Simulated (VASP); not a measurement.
Given:

```yaml
crystal:
  lattice:
    - [0.00000, 2.15054, 2.15054]
    - [2.15054, 0.00000, 2.15054]
    - [2.15054, 2.15054, 0.00000]
  atoms:
    - { symbol: Si, position: [0.00000, 0.00000, 0.00000] }
    - { symbol: C, position: [0.25000, 0.25000, 0.25000] }
```

Level of theory: G0W0 on PBE orbitals, VASP's PBE PAW potentials (set 64) (plane waves; VASP). Run with PREC = Normal, 500 eV cut-off, 4×4×4 Γ-centred mesh, Gaussian smearing of 0.010 eV, potentials Si_GW C_GW_new.

The mesh is coarse and the basis finite, so the quasiparticle values are not converged.

NBANDS = 160, ENCUTGW = 200 eV, NOMEGA = 64. The PBE levels (eV) that the step starts from are:

| state | KS energy | filling |
|---|---|---|
| k1 (0.00, 0.00, 0.00), band 1 | -6.65 | 2 |
| k1 (0.00, 0.00, 0.00), band 2 | 9.10 | 2 |
| k1 (0.00, 0.00, 0.00), band 3 | 9.10 | 2 |
| k1 (0.00, 0.00, 0.00), band 4 | 9.10 | 2 |
| k1 (0.00, 0.00, 0.00), band 5 | 15.79 | 0 |
| k1 (0.00, 0.00, 0.00), band 6 | 16.63 | 0 |
| k1 (0.00, 0.00, 0.00), band 7 | 16.63 | 0 |
| k1 (0.00, 0.00, 0.00), band 8 | 16.63 | 0 |
| k7 (0.50, 0.50, 0.00), band 1 | -1.42 | 2 |
| k7 (0.50, 0.50, 0.00), band 2 | 1.14 | 2 |
| k7 (0.50, 0.50, 0.00), band 3 | 5.82 | 2 |
| k7 (0.50, 0.50, 0.00), band 4 | 5.82 | 2 |
| k7 (0.50, 0.50, 0.00), band 5 | 10.37 | 0 |
| k7 (0.50, 0.50, 0.00), band 6 | 13.51 | 0 |
| k7 (0.50, 0.50, 0.00), band 7 | 23.56 | 0 |
| k7 (0.50, 0.50, 0.00), band 8 | 23.56 | 0 |

Q: Give the quasiparticle energies and renormalisation factors Z.

A: 
```csv
state,QP energy (eV),Z
"k1 (0.00, 0.00, 0.00), band 1",-7.81,0.72
"k1 (0.00, 0.00, 0.00), band 2",8.33,0.79
"k1 (0.00, 0.00, 0.00), band 3",8.33,0.79
"k1 (0.00, 0.00, 0.00), band 4",8.33,0.79
"k1 (0.00, 0.00, 0.00), band 5",16.14,0.78
"k1 (0.00, 0.00, 0.00), band 6",17.09,0.79
"k1 (0.00, 0.00, 0.00), band 7",17.09,0.79
"k1 (0.00, 0.00, 0.00), band 8",17.09,0.79
"k7 (0.50, 0.50, 0.00), band 1",-2.50,0.74
"k7 (0.50, 0.50, 0.00), band 2",0.10,0.75
"k7 (0.50, 0.50, 0.00), band 3",4.85,0.77
"k7 (0.50, 0.50, 0.00), band 4",4.85,0.77
"k7 (0.50, 0.50, 0.00), band 5",10.49,0.81
"k7 (0.50, 0.50, 0.00), band 6",13.79,0.81
"k7 (0.50, 0.50, 0.00), band 7",24.08,0.74
"k7 (0.50, 0.50, 0.00), band 8",24.08,0.74
```
On the mesh the gap opens from 1.27 to 2.16 eV.

The compound is SiC in the zinc blende structure. This cell is one point of a volume scan, at 0.96 of the reference volume. The k-mesh is coarse (spacing up to 0.63 per Å, 2π included), so the numbers may not be converged in it.
